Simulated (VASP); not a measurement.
Wanted: the native input for a VASP 6.6.1 run.

```
Task                   : relaxation of cell and atoms
Functional             : PBE
Potentials or basis    : VASP PAW PBE potentials, release 64 (Mg, Zn, Te, S)
Cutoff                 : 520 eV
k mesh                 : 8 × 8 × 8
Occupations            : gaussian, width 0.03 eV
Spin                   : no spin polarisation
Further INCAR settings : ALGO = Normal; EDIFF = 1e-06; IBRION = 2; EDIFFG = -0.01; NSW = 90; ISIF = 3
```

The structure of Mg2ZnTeS2 lies in POSCAR:

```
Mg2ZnTeS2
1.0
   -2.0900000000      6.1750000000      2.9310000000
    2.0900000000     -6.1750000000      2.9310000000
    2.0900000000      6.1750000000     -2.9310000000
Mg Zn Te S
2 1 1 2
Direct
    0.3423268800      0.0235414500      0.3187854300
    0.7047560300      0.0235414500      0.6812145700
    0.9619583800      0.9619583800      0.0000000000
    0.2362674900      0.7362674900      0.5000000000
    0.9176557400      0.7524735600      0.1651821900
    0.5872913700      0.7524735600      0.8348178100
```

The cell was built by a generator and needn't be a form met in nature.

The input as run:

INCAR

```
SYSTEM = Mg2ZnTeS2
PREC = Accurate ; ENCUT = 520
EDIFF = 1E-6 ; ISMEAR = 0
SIGMA = 0.03 ; LREAL = .False.
LASPH = .True. ; NELM = 120
ALGO = Normal ; ISIF = 3
LWAVE = .False. ; LCHARG = .False.
GGA = PE ; IBRION = 2
NSW = 90 ; EDIFFG = -0.01
KPAR = 4
```

KPOINTS

```
regular mesh
0
Gamma
  8 8 8
  0 0 0
```

Potentials or basis: VASP PAW PBE potentials, release 64 (Mg, Zn, Te, S).

Command:

```sh
$ cat potpaw_PBE.64/Mg/POTCAR potpaw_PBE.64/Zn/POTCAR potpaw_PBE.64/Te/POTCAR potpaw_PBE.64/S/POTCAR > POTCAR
$ mpirun -np 4 vasp_std > vasp.out
```

It gave:

The relaxed volume is 25.21 Å³/atom and the relaxed cell is a = 7.136 Å, b = 7.136 Å, c = 7.136 Å, α = 146.01°, β = 60.76°, γ = 131.25°. The space group after relaxing (to 0.05 Å) is Imm2 (No. 44). The energy gained by relaxing is 0.2 meV/atom, the ionic steps are 10 and the pressure after relaxing is 0.0 GPa. The largest force after relaxing is 0.004 eV/Å and the band gap on the k mesh is 1.84 eV, indirect (least direct gap 1.94 eV).

Caveat: spin-orbit coupling is left out, which moves the levels of the heavy elements.

Wall time 8.7 min on 4 MPI ranks on Intel(R) Xeon(R) Platinum 8559C (Emerald Rapids) (shared host), peak memory 0.71 GiB a rank.
